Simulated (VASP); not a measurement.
Data:

```xyz
2
Lattice="2.9165 0.0000 0.0000 0.0000 2.9165 0.0000 0.0000 0.0000 2.9165" Properties=species:S:1:pos:R:3 pbc="T T T"
Mn     0.0000     0.0000     0.0000
Pd     1.4583     1.4583     1.4583
```

These are LDA (Ceperley-Alder, Perdew-Zunger) with spin-orbit coupling, VASP's LDA PAW potentials (set 64) (plane waves; VASP) values and carry that method's errors. Settings: 400 eV cut-off, 11×11×11 Γ-centred mesh, Gaussian smearing of 0.050 eV, potentials Mn_pv Pd.

Task: What does the run give for the energy per atom (σ→0), band gap (over mesh and band path) with the smallest direct gap where there is one?

Result: 
```yaml
band gap (over mesh and band path): none (metal, semimetal or under 0.01 eV)
energy per atom (σ→0): -7801 meV/atom
```

Total energies compare only between runs with the same potentials, cut-off and functional.

The structure comes from a computed database's MnPd entry (Pm-3m); how it stands against other phases isn't given here. It was relaxed first, which changed the volume by -18 %.
